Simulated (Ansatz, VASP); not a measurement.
# ZnCuSCl: VASP beside Ansatz

Aim: how closely do two programs agree when they are given the same cell, functional and k mesh? The cell is generated by rule, not measured, and may not be a known phase. The cell is taken from a series of runs on this material, whose earlier steps may have relaxed, scaled, displaced or heated it; both programs get it as it stands.

Method: plane waves, with VASP 6.6.1 beside it; single point at PBE, in Ansatz 0.2.0.

### 1. The starting structure

Symmetry: Pmm2, No. 25, orthorhombic system. Conventional cell: a = 3.825 Å, b = 3.825 Å, c = 10.820 Å, α = 90.00°, β = 90.00°, γ = 90.00°. Nearest to Cl lie 4 Cu at 2.34 Å. Cl has 2 Zn at 2.34 Å and 2 Cu at 2.34 Å nearest. Nearest to Cu lie 2 Cl at 2.34 Å and 2 S at 2.34 Å. Nearest to Cu lie 4 Cl at 2.34 Å. Nearest to S lie 4 Zn at 2.34 Å. Nearest to S lie 2 Zn at 2.34 Å and 2 Cu at 2.34 Å. Farther neighbours and most contacts between anions are not listed.

Coordinates:

```cif
data_structure
_symmetry_space_group_name_H-M 'Pmm2'
_symmetry_Int_Tables_number 25
_cell_length_a 3.8254
_cell_length_b 3.8254
_cell_length_c 10.8200
_cell_angle_alpha 90.000
_cell_angle_beta 90.000
_cell_angle_gamma 90.000
_cell_volume 158.34
loop_
_atom_site_label
_atom_site_type_symbol
_atom_site_symmetry_multiplicity
_atom_site_Wyckoff_symbol
_atom_site_fract_x
_atom_site_fract_y
_atom_site_fract_z
_atom_site_occupancy
Cl1 Cl 1 c 0.50000 0.00000 0.62500 1
Cl2 Cl 1 b 0.00000 0.50000 0.87500 1
Cu1 Cu 1 a 0.00000 0.00000 0.50000 1
Cu2 Cu 1 d 0.50000 0.50000 0.75000 1
S1 S 1 c 0.50000 0.00000 0.12500 1
S2 S 1 b 0.00000 0.50000 0.37500 1
Zn1 Zn 1 a 0.00000 0.00000 0.00000 1
Zn2 Zn 1 d 0.50000 0.50000 0.25000 1
```

### 2. Ansatz: single point, PBE, pair 1

Ansatz runs on its default PAW (the set named soft_2) files.

With cell and atoms fixed, the geometry can't cause a difference; cores, projectors, grids and the points listed under the comparison can.

input.yaml

```yaml
crystal:
  lattice:
    - [2.705, 2.705, 0.0]
    - [-2.705, 2.705, 0.0]
    - [0.0, 0.0, 10.82]
  atoms:
    - { symbol: Cl, position: [0.5, 0.0, 0.625] }
    - { symbol: Cl, position: [1.0, 0.5, 0.875] }
    - { symbol: Cu, position: [0.0, 0.0, 0.5] }
    - { symbol: Cu, position: [0.5, 0.5, 0.75] }
    - { symbol: S, position: [0.5, 0.0, 0.125] }
    - { symbol: S, position: [1.0, 0.5, 0.375] }
    - { symbol: Zn, position: [0.0, 0.0, 0.0] }
    - { symbol: Zn, position: [0.5, 0.5, 0.25] }
kpoints:
  mp_grid: { grid: [6, 6, 2] }
hamiltonian:
  xc: pbe
scf:
  occupations: { method: gaussian, width: 0.1 }
output:
  forces: true
  stress: true
  eigenvalues: true
```

Launch:

```bash
> ansatz run input.yaml --threads 8 --pin off --max-ram 14336MiB --backend cpu --events-out ev --progress --plain --runs-dir out
```

Numbers of over 12 decimals in the logs are rounded to 6 here.

Output:

```text
Engine: ansatz 0.2.0, aarch64-unknown-linux-gnu
Pseudopotentials: kind: paw
Pseudopotential: Cl, paw, valence charge 7, recommended cutoff 420 eV (normal), Cl.paw.azcp
Pseudopotential: Cu, paw, valence charge 19, recommended cutoff 420 eV (normal), Cu.paw.azcp
Pseudopotential: S, paw, valence charge 6, recommended cutoff 420 eV (normal), S.paw.azcp
Pseudopotential: Zn, paw, valence charge 12, recommended cutoff 420 eV (normal), Zn.paw.azcp
Functional definition: PBE
  parameter kappa = 0.804
  parameter beta = 0.066725
  exchange = pbe_x(kappa = kappa, mu = beta*pi^2/3)
  correlation = pbe_c(beta = beta)
Crystal: 8 atoms, lattice volume = 158.340 Å³
Basis set: ecut = 420 eV, 3061 PW (Γ), exchange–correlation on 54×54×150 points (8 copies of the dense FFT grid, shifted against one another)
Bands: 53, of which v1, the nominal top of the filled ones, is band 44 counted from 1 (43 counted from 0)
Symmetry: 4 space group operations
Space group: Pmm2 (ITA 25), of the structure as read, at distance tolerance 5.4e-5 Å
k-points: 32 of 72
Non-local potential: Cl, projectors of the file, l = 0: 2, l = 1: 2, l = 2: 2
Non-local potential: Cu, projectors of the file, l = 0: 3, l = 1: 2, l = 2: 3, l = 3: 1
Non-local potential: S, projectors of the file, l = 0: 2, l = 1: 2, l = 2: 2
Non-local potential: Zn, projectors of the file, l = 0: 2, l = 1: 2, l = 2: 3, l = 3: 1
PAW form: soft (Blöchl's): semilocal exchange-correlation on the pseudo side does not see the compensation charge
PAW one-centre angular grid: Cl, 110 points (default); XC on 64 Gauss nodes
PAW one-centre angular grid: Cu, 590 points (default); XC on 64 Gauss nodes
PAW one-centre angular grid: S, 110 points (default); XC on 64 Gauss nodes
PAW one-centre angular grid: Zn, 590 points (default); XC on 64 Gauss nodes
Initial density: superposition of atomic densities (neutral atoms: chi_scale 0, normalization atom), corrected by the library's trained network
Initial wavefunctions: pseudopotential atomic-orbital guess
Functional: x = pbe(κ = 0.804, μ = 0.219515), c = pbe(β = 0.066725)
SCF iter   1: F=—  HF=-23855.724707 eV  |F-HF|=—  |Δ(HF+E_count)|=         —  Δρ=5.78e-3  dr2=8.60e-2  ethr=1.77e-3  ⟨swp⟩=7.3  Hψ=6767  notcnv=0  defer=1
preconditioner: auto → LDOS  [insulator: Δε(μ)=0.519 eV  Ē_g=9.879 eV  σ=0.100 eV  W_gap=0.86  n_scr=48 (ndim 8)  ℏωp=25.0 eV  f_vac=0.077  D(μ)=0.71/eV (n_scr^D=2)  ε∞_Penn≈7.4  β→1.0]
SCF iter   2: F=—  HF=-23855.771430 eV  |F-HF|=—  |Δ(HF+E_count)|=   4.67e-2  Δρ=1.16e-2  dr2=7.30e-1  ethr=9.77e-5  ⟨swp⟩=2.3  Hψ=3189  notcnv=0  defer=114
SCF iter   3: F=—  HF=-23855.716389 eV  |F-HF|=—  |Δ(HF+E_count)|=   5.50e-2  Δρ=3.82e-3  dr2=2.87e-2  ethr=9.77e-5  ⟨swp⟩=2.2  Hψ=2777  notcnv=0  defer=28
SCF iter   4: F=—  HF=-23855.715856 eV  |F-HF|=—  |Δ(HF+E_count)|=   5.33e-4  Δρ=3.16e-3  dr2=2.39e-2  ethr=3.26e-5  ⟨swp⟩=2.0  Hψ=2030  notcnv=0  defer=5
automatic band count: iteration 4 solves 52 bands in place of 53: the levels show a gap, and the empty bands left out lie too high to hold charge; the band table lists the bands solved (type scf.n_extra_bands for more)
SCF iter   5: F=—  HF=-23855.712494 eV  |F-HF|=—  |Δ(HF+E_count)|=   3.36e-3  Δρ=1.78e-3  dr2=6.56e-3  ethr=2.71e-5  ⟨swp⟩=2.0  Hψ=2069  notcnv=0  defer=7
SCF iter   6: F=—  HF=-23855.711414 eV  |F-HF|=—  |Δ(HF+E_count)|=   1.08e-3  Δρ=5.00e-4  dr2=3.46e-4  ethr=7.46e-6  ⟨swp⟩=2.0  Hψ=1994  notcnv=0  defer=7
automatic band count: iteration 6 solves 51 bands in place of 52: the levels show a gap, and the empty bands left out lie too high to hold charge; the band table lists the bands solved (type scf.n_extra_bands for more)
SCF iter   7: F=—  HF=-23855.711393 eV  |F-HF|=—  |Δ(HF+E_count)|=   2.06e-5  Δρ=2.93e-4  dr2=1.39e-4  ethr=3.94e-7  ⟨swp⟩=2.0  Hψ=2623  notcnv=0  defer=7
SCF iter   8: F=—  HF=-23855.711373 eV  |F-HF|=—  |Δ(HF+E_count)|=   2.02e-5  Δρ=7.30e-5  dr2=1.58e-5  ethr=1.58e-7  ⟨swp⟩=2.0  Hψ=2020  notcnv=0  defer=7
SCF iter   9: F=—  HF=-23855.711376 eV  |F-HF|=—  |Δ(HF+E_count)|=   2.67e-6  Δρ=2.87e-5  dr2=1.11e-6  ethr=1.79e-8  ⟨swp⟩=2.0  Hψ=2551  notcnv=0  defer=7
SCF iter  10: F=—  HF=-23855.711375 eV  |F-HF|=—  |Δ(HF+E_count)|=   4.46e-8  Δρ=1.03e-5  dr2=1.57e-7  ethr=1.26e-9  ⟨swp⟩=2.0  Hψ=2595  notcnv=0  defer=7
SCF iter  11: F=-23855.711375 eV  HF=-23855.711375 eV  |F-HF|=6.19e-9  |Δ(HF+E_count)|=   1.52e-9  Δρ=4.21e-6  dr2=1.95e-8  ethr=1.14e-10  ⟨swp⟩=9.1  Hψ=6313  notcnv=0
SCF 1 converged in 11 iterations: F = -23855.711375 eV  dr2 = 1.95e-8
  greatest PAW one-centre occupation: 1.000 electrons in one spin orbital (limit 2), on the Cu atom at site 3 (counted from 0), in its partial waves of l = 0
SCF converged after 11 iterations
Free energy (F): -23855.711375 eV
Harris-Foulkes:  -23855.711375 eV  (|F-HF|=6.19e-9)
Internal energy: -23855.707768 eV  (E = F + TS)
E sigma→0 (E₀):  -23855.709572 eV
Entropy (-TS):   -0.003607 eV (-0.451 meV/atom)
Fermi energy:    7.949346 eV
--- Per-component energies (eV) ---
  E_band       = -1038.180376
  E_kinetic    = 1399.164985
  E_local      = -16658.400849  (includes V_loc(G=0)·N_el)
  E_nonlocal   = 2153.699646
  E_hartree    = 7283.111982
  E_xc         = -856.746501
  E_vxc        = -747.155731  (∫ρ·V_xc dr)
  E_paw        = -9528.325822  (= ΣΔE_a)
  E_vpaw       = -1751.704381  (= ΣTr[D̂ρ^β])
  E_aug_tail   = 0.000033  (compensation charges beyond the density's cutoff)
  E_ewald      = -7648.211243
  E_smearing   = -0.003607  (= −TS)
  E_closure    = -0.000000  (closes the sum)
  Σ components = -23855.711375   (vs F -23855.711375, Δ=0.00e0)
--- Forces (eV/Å), atoms counted from 1 ---
  atom   1  Cl    -0.00000000    -0.00000000     0.64817527
  atom   2  Cl     0.00000000    -0.00000000    -0.52093236
  atom   3  Cu    -0.00000000    -0.00000000    -1.06394715
  atom   4  Cu    -0.00000000    -0.00000000    -0.50377236
  atom   5  S     -0.00000000    -0.00000000    -1.10838394
  atom   6  S      0.00000000    -0.00000000     0.17359254
  atom   7  Zn     0.00000000    -0.00000000     1.32015109
  atom   8  Zn    -0.00000000     0.00000000     1.05519226
  max |Σ_I F_I| component: 7.53e-5 eV/Å
--- Stress (GPa, compression-positive) ---
        1.321626      -0.793577       0.000000
       -0.793577       1.321626      -0.000000
        0.000000      -0.000000       0.289351
  P = ⅓ Tr σ = 0.9775 GPa (9.775 kbar)
--- Band table (eV; the first three rows and the last of 32) ---
  k-point 0: bands = [... 40 lower, 6.2996, 7.2240, 7.3132, 7.4532, 7.8695, 9.3696, 9.7436, 10.5265, ... 3 higher]
  k-point 1: bands = [... 40 lower, 6.3589, 6.8748, 7.2768, 7.8511, 8.2039, 9.0514, 9.7055, 10.0482, ... 3 higher]
  k-point 2: bands = [... 40 lower, 6.3929, 7.0594, 7.2810, 7.3155, 8.3218, 9.7100, 10.1295, 10.6225, ... 3 higher]
  k-point 31: bands = [... 40 lower, 6.3520, 6.3851, 6.4547, 6.5868, 9.8608, 9.9847, 10.0114, 11.0328, ... 3 higher]
```

In the SCF lines HF is the Harris–Foulkes energy and dr2 the Hartree energy of the density residual, in eV; the loop may stop once dr2 is under the threshold and the program's other checks hold. Hψ counts applications of the Hamiltonian.

The run ends at a pressure of 0.98 GPa, with forces up to 1.3 eV/Å.

### 3. VASP: single point, PBE, pair 1

The same cell, functional, mesh and smearing now go to VASP, with its own data sets.

Lines of VASP's logs that name or quote its potential files are left out, and so is its time.

INCAR

```
SYSTEM = ZnCuSCl
PREC = Accurate
ENCUT = 600
EDIFF = 1E-06
NELM = 120
ISMEAR = 0
SIGMA = 0.1
LREAL = .FALSE.
ALGO = Normal
GGA = PE
NBANDS = 44
LASPH = .TRUE.
LORBIT = 11
LWAVE = .FALSE.
LCHARG = .FALSE.
ISIF = 2
GGA_COMPAT = .FALSE.
KPAR = 2
```

POSCAR

```
ZnCuSCl
1.0
    2.7050000000      2.7050000000      0.0000000000
   -2.7050000000      2.7050000000      0.0000000000
    0.0000000000      0.0000000000     10.8200000000
Cl Cu S Zn
2 2 2 2
Direct
    0.5000000000      0.0000000000      0.6250000000
    0.0000000000      0.5000000000      0.8750000000
    0.0000000000      0.0000000000      0.5000000000
    0.5000000000      0.5000000000      0.7500000000
    0.5000000000      0.0000000000      0.1250000000
    0.0000000000      0.5000000000      0.3750000000
    0.0000000000      0.0000000000      0.0000000000
    0.5000000000      0.5000000000      0.2500000000
```

KPOINTS

```
Automatic mesh
0
Gamma
6 6 2
0 0 0
```

PAW data sets: Cl, Cu, S and Zn (PBE family, release 64).

Launch:

```bash
> mpirun -np 2 vasp_std
```

Output:

```text
[banner, memory and clock lines left out]
running    2 mpi-ranks, on    1 nodes
 distrk:  each k-point on    1 cores,    2 groups
 distr:  one band on    1 cores,    1 groups

 POSCAR found type information on POSCAR ClCuS Zn
 POSCAR found :  4 types and       8 ions
 LDA part: xc-table for (Slater+PW92), standard interpolation
 POSCAR, INCAR and KPOINTS ok, starting setup
 FFT: planning ... GRIDC
 FFT: planning ... GRID_SOFT
 FFT: planning ... GRID
 WAVECAR not read
 entering main loop
       N       E                     dE             d eps       ncg     rms          rms(c)
DAV:   1     0.707157961313E+03    0.70716E+03   -0.35563E+04  2816   0.222E+03
DAV:   2     0.941903539423E+02   -0.61297E+03   -0.59318E+03  2824   0.488E+02
DAV:   3    -0.183418977331E+02   -0.11253E+03   -0.11041E+03  3572   0.209E+02
DAV:   4    -0.274441855887E+02   -0.91023E+01   -0.90345E+01  4096   0.578E+01
DAV:   5    -0.277483746159E+02   -0.30419E+00   -0.30379E+00  3816   0.106E+01    0.126E+01
DAV:   6    -0.260590698016E+02    0.16893E+01   -0.85125E+00  4684   0.581E+01    0.909E+00
DAV:   7    -0.258535815545E+02    0.20549E+00   -0.61064E+00  4456   0.378E+01    0.686E+00
DAV:   8    -0.257817339163E+02    0.71848E-01   -0.80773E-01  4112   0.134E+01    0.238E+00
DAV:   9    -0.257666007310E+02    0.15133E-01   -0.21449E-01  4008   0.767E+00    0.113E+00
DAV:  10    -0.257616199101E+02    0.49808E-02   -0.80075E-02  4456   0.515E+00    0.569E-01
DAV:  11    -0.257613761161E+02    0.24379E-03   -0.15540E-02  4492   0.245E+00    0.389E-01
DAV:  12    -0.257613028505E+02    0.73266E-04   -0.23053E-03  4624   0.717E-01    0.152E-01
DAV:  13    -0.257613689099E+02   -0.66059E-04   -0.63007E-04  4248   0.315E-01    0.444E-02
DAV:  14    -0.257613873771E+02   -0.18467E-04   -0.14580E-04  3912   0.125E-01    0.239E-02
DAV:  15    -0.257613904444E+02   -0.30673E-05   -0.13888E-05  3756   0.443E-02    0.932E-03
DAV:  16    -0.257613915300E+02   -0.10856E-05   -0.45510E-06  3676   0.193E-02    0.468E-03
DAV:  17    -0.257613916133E+02   -0.83242E-07   -0.73469E-07  1916   0.793E-03
   1 F= -.25761392E+02 E0= -.25759580E+02  d E =-.362236E-02
```

From OUTCAR (step 3):

```text
ion  position               nearest neighbor table
   1  0.500  0.000  0.625-   3 2.34   4 2.34   4 2.34   3 2.34
   2  0.000  0.500  0.875-   4 2.34   7 2.34   7 2.34   4 2.34
   3  0.000  0.000  0.500-   1 2.34   6 2.34   6 2.34   1 2.34
   4  0.500  0.500  0.750-   1 2.34   2 2.34   1 2.34   2 2.34
   5  0.500  0.000  0.125-   7 2.34   8 2.34   8 2.34   7 2.34
   6  0.000  0.500  0.375-   3 2.34   8 2.34   3 2.34   8 2.34
   7  0.000  0.000  0.000-   2 2.34   5 2.34   2 2.34   5 2.34
   8  0.500  0.500  0.250-   5 2.34   6 2.34   5 2.34   6 2.34

  LATTYP: Found a simple tetragonal cell.
 ALAT       =     3.8254476862
 C/A-ratio  =     2.8284271247

 Subroutine GETGRP returns: Found  4 space group operations
 (whereof  4 operations were pure point group operations)

The static configuration has the point symmetry C_2v.

 Found     32 irreducible k-points:

   k-points           NKPTS =     32   k-points in BZ     NKDIM =     32   number of bands    NBANDS=     44

   dimension x,y,z NGX =    32 NGY =   32 NGZ =   90
   dimension x,y,z NGXF=    64 NGYF=   64 NGZF=  180

   ENCUT  =  600.0 eV  44.10 Ry    6.64 a.u.   7.64  7.64 21.61*2*pi/ulx,y,z

   NELECT =      72.0000    total number of electrons

 k-points in reciprocal lattice and weights: Automatic mesh
   0.00000000  0.00000000  0.00000000       0.014
   0.16666667  0.00000000  0.00000000       0.028
   0.00000000  0.16666667  0.00000000       0.028
   0.33333333  0.00000000  0.00000000       0.028
   0.00000000  0.33333333  0.00000000       0.028
   0.50000000  0.00000000  0.00000000       0.014
   0.00000000  0.50000000  0.00000000       0.014
   0.16666667  0.16666667  0.00000000       0.056
   0.33333333  0.16666667  0.00000000       0.056
[...]
-0.33333333  0.50000000  0.50000000       0.028
   0.50000000  0.50000000  0.50000000       0.014

 average (electrostatic) potential at core
       1 -93.3629       2 -94.7448       3 -65.8872       4 -66.9356       5 -88.5362
       6 -87.1453       7 -36.8112       8 -35.4096

 E-fermi :   4.3729

 k-point     1 :       0.0000    0.0000    0.0000
  band No.  band energies     occupation
    ...
     33       2.7205      2.00000
     34       3.6417      2.00000
     35       3.7320      2.00000
     36       3.8753      2.00000
     37       4.2919      1.74759
     38       5.7987      0.00000
     39       6.1807      0.00000
     40       6.9609      0.00000
     41       7.2214      0.00000
     42       7.6919      0.00000
    ...

 k-point     2 :       0.1667    0.0000    0.0000
  band No.  band energies     occupation
    ...
     32       2.7729      2.00000
     33       2.7819      2.00000
     34       3.3061      2.00000
     35       3.5918      2.00000
     36       4.2858      1.78178
     37       4.5768      0.00392
     38       6.0985      0.00000
     39       6.6085      0.00000
     40       7.2926      0.00000
     41       7.8395      0.00000
    ...

 k-point     3 :       0.0000    0.1667    0.0000
  band No.  band energies     occupation
    ...
     32       2.7501      2.00000
     33       2.8148      2.00000
     34       3.4794      2.00000
     35       3.7001      2.00000
     36       3.7353      2.00000
     37       4.7435      0.00000
     38       6.1487      0.00000
     39       6.5607      0.00000
     40       7.0660      0.00000
     41       7.6079      0.00000
    ...

  Total        1.4693894      1.4693894      0.4329793     -0.7768483      0.0000000      0.0000000
  in kB       14.8681078     14.8681078      4.3811273     -7.8605878      0.0000000      0.0000000
  external PRESSURE =      11.3724476 kB  Pullay stress =       0.0000000 kB

  energy-cutoff  :      600.00
  volume of cell :      158.34
      direct lattice vectors                 reciprocal lattice vectors
     2.705000000  2.705000000  0.000000000     0.184842884  0.184842884  0.000000000
    -2.705000000  2.705000000  0.000000000    -0.184842884  0.184842884  0.000000000
     0.000000000  0.000000000 10.820000000     0.000000000  0.000000000  0.092421442

 POSITION                                       TOTAL-FORCE (eV/Angst)
 -----------------------------------------------------------------------------------
      1.35250      1.35250      6.76250        -0.000000     -0.000000      0.659950
     -1.35250      1.35250      9.46750         0.000000      0.000000     -0.526775
      0.00000      0.00000      5.41000         0.000000      0.000000     -1.074362
      0.00000      2.70500      8.11500         0.000000      0.000000     -0.513516
      1.35250      1.35250      1.35250         0.000000      0.000000     -1.121759
     -1.35250      1.35250      4.05750        -0.000000     -0.000000      0.170721
      0.00000      0.00000      0.00000         0.000000      0.000000      1.337682
      0.00000      2.70500      2.70500         0.000000      0.000000      1.068059
 -----------------------------------------------------------------------------------
    total drift:                                0.000000      0.000000      0.000758

  FREE ENERGIE OF THE ION-ELECTRON SYSTEM (eV)
  ---------------------------------------------------
  free  energy   TOTEN  =       -25.7613916133 eV

  energy  without entropy=      -25.7577692509  energy(sigma->0) =      -25.75958043

 total charge
# of ion       s       p       d       tot
------------------------------------------
    1        1.590   3.496   0.000   5.086
    2        1.598   3.516   0.000   5.114
    3        0.325   0.292   9.319   9.936
    4        0.283   0.256   9.378   9.917
    5        1.325   2.412   0.000   3.737
    6        1.313   2.392   0.000   3.706
    7        0.517   0.417   9.811  10.745
    8        0.528   0.469   9.796  10.793
--------------------------------------------------
tot          7.478  13.251  38.305  59.034

[... 3 further parts left out ...]
```

This run has no spin polarisation, so a moment on Cu, if there is one, isn't seen.

### 4. Differences

Known differences besides the potentials themselves: the data sets hold 88 valence electrons in Ansatz (on its default PAW (the set named soft_2) files) and 72 in VASP; the cutoff is 420 eV in Ansatz and 600 eV in VASP. Total energies have different zeros and are not compared.

The two programs side by side:

```
      quantity  Ansatz  VASP  difference
pressure (GPa)    0.98  1.14       -0.16
```

Forces (eV/Å; atoms numbered as in POSCAR):

```
atom        Ansatz x, y, z          VASP x, y, z
 Cl1   0.000, 0.000, 0.648   0.000, 0.000, 0.660
 Cl2  0.000, 0.000, -0.521  0.000, 0.000, -0.527
 Cu3  0.000, 0.000, -1.064  0.000, 0.000, -1.074
 Cu4  0.000, 0.000, -0.504  0.000, 0.000, -0.514
  S5  0.000, 0.000, -1.108  0.000, 0.000, -1.122
  S6   0.000, 0.000, 0.174   0.000, 0.000, 0.171
 Zn7   0.000, 0.000, 1.320   0.000, 0.000, 1.338
 Zn8   0.000, 0.000, 1.055   0.000, 0.000, 1.068
```

The forces differ by 6.6 meV/Å r.m.s., which is 1.3 % of the r.m.s. force of 0.514 eV/Å (both taken over all components).

(Continued in part 2 of 2.)

[Lines on the potential files, build, host, timing and source positions are cut from VASP's logs without a mark.]

[Logs are printed without paths, hosts, clocks, repeated set-up lines and the standing remarks that a program may print on its own settings, such as how far it seeks lower states.]

[Hosts, paths, dates, database ids (printed as entryN), source tags and the programs' standing remarks are cut or masked in the printed files.]
